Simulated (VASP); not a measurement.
A VASP calculation is set up with these files.

**POSCAR**
```
Si
1
    2.7155000000     0.0000000000     2.7155000000
    0.0000000000     2.7155000000     2.7155000000
    2.7155000000     2.7155000000     0.0000000000
Si
2
Direct
  0.0000000000   0.0000000000   0.0000000000
  0.2500000000   0.2500000000   0.2500000000
```

**INCAR**
```
SYSTEM = Si
PREC = Accurate
ENCUT = 400
EDIFF = 1E-6
NELM = 100
ALGO = Normal
LREAL = .FALSE.
LASPH = .TRUE.
ISMEAR = 0
SIGMA = 0.05
GGA = PE
LWAVE = .FALSE.
LCHARG = .FALSE.
ISIF = 2
```

### KPOINTS
```
Automatic mesh
0
Gamma
6 6 6
0 0 0
```

POTCAR, in this order: Si (PBE.64 set). Program: vasp_std.

What happens when VASP runs on this input?

There is a fault: the lattice vectors form a left-handed set. VASP stops with an error: ERROR: the triple product of the basis vectors is negative exchange two basis vectors ----> I REFUSE TO CONTINUE WITH THIS SICK JOB ... BYE!!! <----

File standard output:
```
 -----------------------------------------------------------------------------
|                                                                             |
|     EEEEEEE  RRRRRR   RRRRRR   OOOOOOO  RRRRRR      ###     ###     ###     |
|     E        R     R  R     R  O     O  R     R     ###     ###     ###     |
|     E        R     R  R     R  O     O  R     R     ###     ###     ###     |
|     EEEEE    RRRRRR   RRRRRR   O     O  RRRRRR       #       #       #      |
|     E        R   R    R   R    O     O  R   R                               |
|     E        R    R   R    R   O     O  R    R      ###     ###     ###     |
|     EEEEEEE  R     R  R     R  OOOOOOO  R     R     ###     ###     ###     |
|                                                                             |
|     ERROR: the triple product of the basis vectors is negative exchange     |
|     two basis vectors                                                       |
|                                                                             |
|       ---->  I REFUSE TO CONTINUE WITH THIS SICK JOB ... BYE!!! <----       |
|                                                                             |
 -----------------------------------------------------------------------------
```

To mend it, correct POSCAR.
POSCAR:
```
Si
1
    0.0000000000     2.7155000000     2.7155000000
    2.7155000000     0.0000000000     2.7155000000
    2.7155000000     2.7155000000     0.0000000000
Si
2
Direct
  0.0000000000   0.0000000000   0.0000000000
  0.2500000000   0.2500000000   0.2500000000
```
The mended run (PBE GGA, plane waves, VASP's PBE PAW potentials (set 64)) converges, and its OSZICAR ends with
```
   1 F= -.10820774E+02 E0= -.10820774E+02  d E =-.320666E-11
```

The compound is Si in the diamond structure. The cell was not relaxed at this level.
